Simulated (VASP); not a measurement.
# CaCuH2 (R-3m) in VASP: settings compared, part 2 of 2

VASP 6.6.1.

## Step 3: Optical spectrum, r2SCAN50+rVV10 (atoms moved at random, drawn with an rms of 0.02 Å)

POSCAR

```
CaCuH2
1.0
    1.9452400000      1.1230900000      4.3573800000
   -1.9452400000      1.1230900000      4.3573800000
    0.0000000000     -2.2461700000      4.3573800000
Ca Cu H
1 1 2
Direct
    0.4955490000      0.5031000000      0.5052630000
   -0.0041140000      0.0017260000     -0.0000340000
    0.8799010000      0.8910030000      0.8780100000
    0.1179940000      0.1193830000      0.1186210000
```

INCAR.step1

```
SYSTEM = CaCuH2
PREC = Accurate
ENCUT = 520
EDIFF = 1E-5
ISMEAR = 0
SIGMA = 0.1
LREAL = .FALSE.
LASPH = .TRUE.
NELM = 100
ALGO = Normal
ISIF = 2
LWAVE = .TRUE.
LCHARG = .FALSE.
NBANDS = 44
NELECT = 22.0
GGA = PE
```

INCAR.step2

```
SYSTEM = CaCuH2
PREC = Accurate
ENCUT = 520
EDIFF = 1E-6
ISMEAR = 0
SIGMA = 0.1
LREAL = .FALSE.
LASPH = .TRUE.
NELM = 100
ALGO = Normal
ISIF = 2
LWAVE = .FALSE.
LCHARG = .FALSE.
METAGGA = R2SCAN
LHFCALC = .TRUE.
AEXX = 0.5
LMIXTAU = .TRUE.
PRECFOCK = Fast
LUSE_VDW = .TRUE.
IVDW_NL = 2
BPARAM = 11.95
CPARAM = 0.0093
LOPTICS = .TRUE.
NBANDS = 44
NEDOS = 1000
CSHIFT = 0.1
NELECT = 22.0
ISTART = 1
```

KPOINTS

```
Automatic mesh
0
G
  4 4 4
  0 0 0
```

Potentials or basis: VASP PAW PBE potentials, release 64 (Ca_sv, Cu, H).

Run with:

```bash
cat potpaw_PBE.64/Ca_sv/POTCAR potpaw_PBE.64/Cu/POTCAR potpaw_PBE.64/H/POTCAR > POTCAR
cp INCAR.step1 INCAR
mpirun -np 1 vasp_std > vasp.out
cp INCAR.step2 INCAR
mpirun -np 1 vasp_std > vasp.out
```

OUTCAR:

```text
SYSTEM = CaCuH2
   PREC = Accurate
   ENCUT = 520
   EDIFF = 1E-6
   ISMEAR = 0
   LREAL = .FALSE.
   LASPH = .TRUE.
   NELM = 100
   ISIF = 2
   METAGGA = R2SCAN
   LHFCALC = .TRUE.
   AEXX = 0.5
   PRECFOCK = Fast
   IVDW_NL = 2
   BPARAM = 11.95
   NELECT = 22.0
   ISTART = 1

 ion  position               nearest neighbor table
   1  0.496  0.503  0.505-
   2  0.996  0.002  1.000-   3 1.52   4 1.56
   3  0.880  0.891  0.878-   2 1.52
   4  0.118  0.119  0.119-   2 1.56

  LATTYP: Found a trigonal (rhomboedric) cell.
 ALAT       =     4.9022495112
 COS(alpha) =     0.6850898149

[... 873 lines left out ...]
     0.00000     0.00000     0.00000     0.00000     0.00000     0.00000     0.00000
     1.05700     0.00000     0.00000     0.00000     0.00555     0.00580    -0.00374
     2.11400     0.00000     0.00000     0.00000     0.00304     0.00320    -0.00195
     3.17100     0.00000     0.00000     0.00000     0.00237     0.00252    -0.00139
     4.22800     0.00000     0.00000     0.00000     0.00231     0.00249    -0.00122
     5.28500     0.00000     0.00000     0.00000     0.00149     0.00392    -0.00211
[... 92 lines left out ...]
   103.58609     0.00000     0.00000     0.00000    -0.00000     0.00000     0.00000
   104.64309     0.00000     0.00000     0.00000    -0.00000     0.00000     0.00000

  frequency dependent      REAL DIELECTRIC FUNCTION (independent particle, no local field effects) density-density
     E(ev)        X           Y           Z          XY          YZ          ZX
  --------------------------------------------------------------------------------------------------------------
     0.00000     2.40095     2.40063     2.27869     0.05735     0.06024    -0.03963
     1.05700     2.42053     2.42021     2.29064     0.00025     0.00078    -0.00050
     2.11400     2.48481     2.48452     2.32853    -0.00013     0.00046    -0.00032
     3.17100     2.61600     2.61571     2.39961    -0.00024     0.00056    -0.00047
     4.22800     2.88503     2.88449     2.52156    -0.00049     0.00099    -0.00096
     5.28500     3.68418     3.67787     2.74752    -0.00426     0.00343    -0.00381
[... 92 lines left out ...]
   103.58609     0.96201     0.96201     0.96039     0.00000     0.00000    -0.00000
   104.64309     0.96285     0.96285     0.96126     0.00000     0.00000    -0.00000

  frequency dependent IMAGINARY DIELECTRIC FUNCTION (independent particle, no local field effects) current-current
     E(ev)      X         Y         Z        XY        YZ        ZX
  --------------------------------------------------------------------------------------------------------------
     0.00000     0.00000     0.00000     0.00000     0.05404     0.05724    -0.03762
     1.05700     0.00000     0.00000     0.00000     0.00555     0.00589    -0.00381
     2.11400     0.00000     0.00000     0.00000     0.00302     0.00323    -0.00198
     3.17100     0.00000     0.00000     0.00000     0.00236     0.00255    -0.00142
     4.22800     0.00000     0.00000     0.00000     0.00229     0.00254    -0.00126
     5.28500     0.00000     0.00000     0.00000     0.00131     0.00406    -0.00227
[... 92 lines left out ...]
   103.58609     0.00000     0.00000     0.00000    -0.00000     0.00000     0.00000
   104.64309     0.00000     0.00000     0.00000    -0.00000     0.00000     0.00000

  frequency dependent      REAL DIELECTRIC FUNCTION (independent particle, no local field effects) current-current
     E(ev)        X           Y           Z          XY          YZ          ZX
  --------------------------------------------------------------------------------------------------------------
     0.00000     2.40080     2.40047     2.27860    -0.00029     0.00019    -0.00012
     1.05700     2.42017     2.41985     2.29042    -0.00029     0.00021    -0.00014
     2.11400     2.48440     2.48410     2.32829    -0.00029     0.00029    -0.00023
     3.17100     2.61548     2.61518     2.39934    -0.00033     0.00046    -0.00042
     4.22800     2.88419     2.88365     2.52122    -0.00057     0.00091    -0.00092
     5.28500     3.68122     3.67497     2.74694    -0.00432     0.00332    -0.00376
[... 92 lines left out ...]
   103.58609     0.96201     0.96201     0.96039     0.00000     0.00000    -0.00000
   104.64309     0.96285     0.96285     0.96127     0.00000     0.00000    -0.00000
```

Run time: 1.8 h. Hardware: 1 thread of AMD EPYC 7R43 (Zen 3), shared host; peak memory 0.45 GiB.

These settings aren't checked as converged: the numbers below hold their error.

What came out:

```
Free energy            : -25.5640 eV
Largest force          : 0.503 eV/Å
Band gap on the k mesh : 5.45 eV, indirect (least direct gap 5.83 eV)
```

Caveat: the k mesh is coarse (spacing up to 0.48 Å⁻¹), so the values aren't converged, least of all with exact exchange; the cell is charged against a uniform background, so pressure and absolute levels hang on convention; spectra need much finer meshes, so this one isn't converged; independent-particle spectra lack excitons; the PAW data sets were made with another functional, which shifts forces and pressure a little.

## Step 4: The reference run

An earlier run on the cell as given: functional PBE; potentials or basis VASP PAW PBE potentials, release 64 (Ca_sv, Cu, H); cutoff 520 eV; k mesh 8 × 8 × 8; occupations fermi-dirac, width 0.05 eV; no spin polarisation.

- Pressure: 0.2 GPa
- Largest force: 0.027 eV/Å
- Band gap on the k mesh: none (metal or under the smearing width)
